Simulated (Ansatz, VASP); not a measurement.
**ScW3 in VASP and in Ansatz**

File INCAR:

```
PREC = Accurate
ENCUT = 520
EDIFF = 1E-6
ISMEAR = 0
SIGMA = 0.1
LREAL = False
LASPH = True
NELM = 80
ALGO = Fast
ISIF = 2
LWAVE = False
LCHARG = True
GGA = PE
LELF = True
LVHAR = True
NBANDS = 34
```

The input KPOINTS:

```
regular mesh
0
Gamma
  6 6 6
```

The input POSCAR:

```
ScW3
1.0
   -1.9634750483      1.9634750483      4.3859442636
    1.9634750483     -1.9634750483      4.3859442636
    1.9634750483      1.9634750483     -4.3859442636
Sc W
1 3
Direct
    0.0000000000      0.0000000000      0.0000000000
    0.5000000000      0.5000000000      0.0000000000
    0.2500000000      0.7500000000      0.5000000000
    0.7500000000      0.2500000000      0.5000000000
```

Input for Ansatz:

```yaml
crystal:
  lattice:
    - [-1.9634750483, 1.9634750483, 4.3859442636]
    - [1.9634750483, -1.9634750483, 4.3859442636]
    - [1.9634750483, 1.9634750483, -4.3859442636]
  atoms:
    - { symbol: Sc, position: [0.0, 0.0, 0.0] }
    - { symbol: W, position: [0.5, 0.5, 0.0] }
    - { symbol: W, position: [0.25, 0.75, 0.5] }
    - { symbol: W, position: [0.75, 0.25, 0.5] }
basis:
  ecutwfc: 420
kpoints:
  mp_grid: { grid: [6, 6, 6] }
hamiltonian:
  xc: pbe
scf:
  occupations: { method: gaussian, width: 0.1 }
  lower_state_search: "off"
output:
  forces: true
  stress: true
  eigenvalues: true
```

Alike in both runs: task single point; functional PBE; k mesh 6 × 6 × 6; occupations gaussian, width 0.1 eV; no spin polarisation.

|  | VASP | Ansatz |
| --- | --- | --- |
| version | VASP 6.6.1 | Ansatz 0.2.0 |
| potentials or method | VASP PAW PBE potentials, release 64 (Sc_sv, W_sv) | scalar-relativistic, plane waves, PAW |
| plane-wave cutoff (eV) | 520 | 420 |
| valence electrons in the cell | 53 | 53 |

|  | VASP | Ansatz | Ansatz less VASP |
| --- | --- | --- | --- |
| gap on the k mesh at the Fermi level (eV) | none | none | - |
| pressure (GPa) | 4.1 | 3.7 | -0.41 |
| largest component of the traceless stress (GPa) | 7.07 | 7.15 | +0.083 |

A gap of «none» marks a metal or a gap that the smearing closes. The functional is the same, so the differences come from potentials, cutoffs and numerics.

Caveats: the k mesh is coarse (spacing up to 0.38 Å⁻¹), so the values aren't converged. The runs have no spin-orbit coupling, so splittings on W are missing.
